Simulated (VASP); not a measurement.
All values below come from PBEsol GGA, VASP's PBE PAW potentials (set 64) (plane waves; VASP 6.6.1).

Input for VASP

### POSCAR
```
Al3GaN4
1.0
  1.5650389162  -2.7107264588   0.0000000000
  1.5650389162   2.7107264588   0.0000000000
  0.0000000000   0.0000000000  10.0856788465
Ga Al N
1 3 4
Cart
  1.5650389162  -0.9035772934   2.5331836293
  1.5650389162   0.9035772934  10.0551005821
  1.5650389162  -0.9035772934   7.5674465432
  1.5650389162   0.9035772934   5.0764906609
  1.5650389162  -0.9035772934   4.4973500285
  1.5650389162   0.9035772934   1.8711389589
  1.5650389162  -0.9035772934   9.4690297530
  1.5650389162   0.9035772934   6.9784338669
```

### INCAR
```
ALGO = Normal
EDIFF = 1E-7
ENCUT = 520
GGA = PS
ICHARG = 11
ISMEAR = 0
LASPH = .True.
LCHARG = .False.
LMAXMIX = 4
LORBIT = 11
LREAL = .False.
LWAVE = .False.
NELM = 100
PREC = Accurate
SIGMA = 0.05
SYSTEM = Al3GaN4
```

File KPOINTS:
```
k-points along high-symmetry lines
10
Line-mode
Reciprocal
  0.000000   0.000000   0.000000 ! GAMMA
  0.500000   0.000000   0.000000 ! M

  0.500000   0.000000   0.000000 ! M
  0.333333   0.333333   0.000000 ! K

  0.333333   0.333333   0.000000 ! K
  0.000000   0.000000   0.000000 ! GAMMA

  0.000000   0.000000   0.000000 ! GAMMA
  0.000000   0.000000   0.500000 ! A

  0.000000   0.000000   0.500000 ! A
  0.500000   0.000000   0.500000 ! L

  0.500000   0.000000   0.500000 ! L
  0.333333   0.333333   0.500000 ! H

  0.333333   0.333333   0.500000 ! H
  0.000000   0.000000   0.500000 ! A

  0.500000   0.000000   0.500000 ! L
  0.500000   0.000000   0.000000 ! M

  0.333333   0.333333   0.500000 ! H
  0.333333   0.333333   0.000000 ! K
```

POTCAR, in this order: Ga_d Al N (PBE.64 set). Program: vasp_std. Read from the step before: CHGCAR.

**Question.** What will the output report for the number of irreducible k-points (NKPTS), number of bands (NBANDS), largest plane-wave count, number of space-group operations, FFT grid (NGX, NGY, NGZ)?

**Answer.** 
```json
{
  "number of irreducible k-points (NKPTS)": "90",
  "number of bands (NBANDS)": "26",
  "largest_plane_wave_count": "2332",
  "number_of_space_group_operations": "6",
  "FFT grid (NGX, NGY, NGZ)": "24 × 24 × 80"
}
```

The structure was generated: Al3GaN4 was put into an ordered model structure (P3m1), which need not be its known phase. It was relaxed first.
